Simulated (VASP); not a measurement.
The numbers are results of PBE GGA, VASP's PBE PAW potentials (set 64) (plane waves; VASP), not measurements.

The input files of a VASP run:

File POSCAR:
```
CrAl
1.0
  0.0000000000   2.8080000000   2.8080000000
  2.8080000000   0.0000000000   2.8080000000
  2.8080000000   2.8080000000   0.0000000000
Cr Al
1 1
Cartesian
  0.0000000000   0.0000000000   0.0000000000
  2.8080000000   2.8080000000   2.8080000000
```

**KPOINTS**
```
Automatic
0
gamma
10 10 10
```

INCAR:
```
ALGO=Normal
EDIFF=1E-6
EDIFFG=-0.01
ENCUT=400
GGA=PE
IBRION=2
ISIF=3
ISMEAR=1
ISPIN=2
LASPH=.TRUE.
LCHARG=.FALSE.
LMAXMIX=4
LORBIT=10
LREAL=.FALSE.
LWAVE=.FALSE.
MAGMOM=3.0 0.0
NELM=100
NSW=60
PREC=Accurate
SIGMA=0.1
SYSTEM=CrAl
```

POTCAR, in this order: Cr_pv Al (PBE.64 set). Program: vasp_std.

Energy and stress use the plane-wave basis of the starting cell. The moments were started parallel, and other spin orders were not tried in this run.

### Question
Predict the energy per atom (σ→0), cell moment, volume per atom, band gap (on the k-mesh).

### Answer

energy per atom (σ→0): -5.875 eV/atom
cell moment: 0.00 μB
band gap (on the k-mesh): none (metal, semimetal or under 0.01 eV)
volume per atom: 14.80 Å³/atom

File OSZICAR:
```
...
DAV:   6    -0.117504754864E+02    0.33936E-04   -0.48787E-04  2654   0.254E-01    0.246E-02
DAV:   7    -0.117504721141E+02    0.33723E-05   -0.16246E-05  3382   0.432E-02    0.840E-03
DAV:   8    -0.117504717967E+02    0.31747E-06   -0.75527E-07  1946   0.827E-03
   6 F= -.11750472E+02 E0= -.11750697E+02  d E =-.410818E+00  mag=     0.0012
       N       E                     dE             d eps       ncg     rms          rms(c)
DAV:   1    -0.117504724467E+02   -0.33252E-06   -0.37544E-06  2844   0.308E-02    0.530E-03
DAV:   2    -0.117504725599E+02   -0.11328E-06   -0.39676E-06  2734   0.259E-02
   7 F= -.11750473E+02 E0= -.11750698E+02  d E =-.763256E-06  mag=     0.0011
```

The structure was generated: CrAl was put into the rock salt type (Fm-3m), which need not be its known phase. This run relaxes it. Symmetry was kept, so distortions that lower it aren't found.
